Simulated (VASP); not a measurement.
Input for VASP

File KPOINTS:
```
Automatic mesh
0
Gamma
5 5 5
0 0 0
```

### POSCAR
```
Na2S
1.0
  0.0000000000   3.2700000000   3.2700000000
  3.2700000000   0.0000000000   3.2700000000
  3.2700000000   3.2700000000   0.0000000000
Na S
2 1
Direct
  0.2500000000   0.2500000000   0.2500000000
  0.7500000000   0.7500000000   0.7500000000
  0.0000000000   0.0000000000   0.0000000000
```

### INCAR
```
# general
SYSTEM = Na2S
PREC   = Accurate
ENCUT  = 400   # plane-wave cut-off (eV)
LREAL  = .False.   # projection in real space or not
LASPH  = .True.

# electronic loop
EDIFF  = 1E-6
NELM   = 100   # most electronic steps
ALGO   = Normal   # blocked Davidson

# smearing
ISMEAR = 0   # Gaussian
SIGMA  = 0.05   # width (eV)

# functional
GGA    = PE   # PBE

# ions
ISIF   = 2   # forces and stress, cell fixed

# output
LWAVE  = .False.
LCHARG = .False.
```

POTCAR, in this order: Na_pv S (PBE.64 set). Program: vasp_std.

### Question
Translate this PBE calculation to Quantum ESPRESSO's pw.x.

### Answer
One equivalent input (not run):
```
&CONTROL
  calculation = 'scf'
  pseudo_dir = './pseudo'
  outdir = './out'
  tprnfor = .true.
  tstress = .true.
/
&SYSTEM
  ibrav = 0
  nat = 3
  ntyp = 2
  ecutwfc = 88
  occupations = 'smearing'
  smearing = 'gaussian'
  degauss = 0.003675
  input_dft = 'pbe'
/
&ELECTRONS
  conv_thr = 7.3e-08
  electron_maxstep = 100
/
ATOMIC_SPECIES
  Na 22.990 Na.upf
  S 32.060 S.upf
CELL_PARAMETERS angstrom
     0.0000000    3.2700000    3.2700000
     3.2700000    0.0000000    3.2700000
     3.2700000    3.2700000    0.0000000
ATOMIC_POSITIONS crystal
  Na   0.2500000  0.2500000  0.2500000
  Na   0.7500000  0.7500000  0.7500000
  S    0.0000000  0.0000000  0.0000000
K_POINTS automatic
  5 5 5 0 0 0
```
The two are equivalent in intent, not identical: the potentials are each code's own (VASP's PAW set, PseudoDojo norm-conserving files in pw.x), so ENCUT and ecutwfc are chosen apart and not converted; conv_thr bounds pw.x's estimated SCF error, while EDIFF bounds the energy change between steps.

The compound is Na2S in the antifluorite structure. The cell was not relaxed at this level.
